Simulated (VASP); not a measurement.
An input for Quantum ESPRESSO's pw.x (written as the equivalent of a VASP run, and not itself run):

```
&CONTROL
  calculation = 'vc-relax'
  pseudo_dir = './pseudo'
  outdir = './out'
  tprnfor = .true.
  tstress = .true.
  nstep = 30
  forc_conv_thr = 0.00039
/
&SYSTEM
  ibrav = 0
  nat = 2
  ntyp = 1
  ecutwfc = 84
  occupations = 'smearing'
  smearing = 'methfessel-paxton'
  degauss = 0.00735
  input_dft = 'pbe'
/
&ELECTRONS
  conv_thr = 7.3e-09
  electron_maxstep = 100
/
&IONS
/
&CELL
  cell_dofree = 'shape'
/
ATOMIC_SPECIES
  Ru 101.070 Ru.upf
CELL_PARAMETERS angstrom
     1.3332731   -2.3092969    0.0000000
     1.3332731    2.3092969    0.0000000
     0.0000000    0.0000000    4.2020898
ATOMIC_POSITIONS crystal
  Ru   0.3333330  0.6666670  0.2500000
  Ru   0.6666670  0.3333330  0.7500000
K_POINTS automatic
  15 15 9 0 0 0
```

Q: Translate this input to VASP (INCAR, KPOINTS, POSCAR, choice of POTCAR).

A: Several could match; the one computed here: 
INCAR:
```
! general
SYSTEM  = Ru
PREC    = Accurate
ENCUT   = 520
LREAL   = F
LASPH   = T

! electronic loop
EDIFF   = 1E-7
NELM    = 100
ALGO    = Normal
LMAXMIX = 4

! smearing
ISMEAR  = 1
SIGMA   = 0.1

! functional
GGA     = PE

! ions
IBRION  = 2
NSW     = 30
ISIF    = 4
EDIFFG  = -0.01

! output
LWAVE   = F
LCHARG  = F
```

POSCAR:
```
Ru
1.0
  1.3332730722  -2.3092968560   0.0000000000
  1.3332730722   2.3092968560   0.0000000000
  0.0000000000   0.0000000000   4.2020898419
Ru
2
direct
  0.3333330000   0.6666670000   0.2500000000
  0.6666670000   0.3333330000   0.7500000000
```

File KPOINTS:
```
Automatic mesh
0
Gamma
15 15 9
0 0 0
```

POTCAR, in this order: Ru_pv (PBE.64 set). Program: vasp_std.

Limits of the translation: the potentials are each code's own (VASP's PAW set, PseudoDojo norm-conserving files in pw.x), so ENCUT and ecutwfc are chosen apart and not converted; conv_thr bounds pw.x's estimated SCF error, while EDIFF bounds the energy change between steps; forc_conv_thr acts on force components and is met together with etot_conv_thr.

The compound is Ru in the hcp structure. This cell is one point of a volume scan, at 0.94 of the reference volume. Symmetry was kept, so distortions that lower it aren't found.
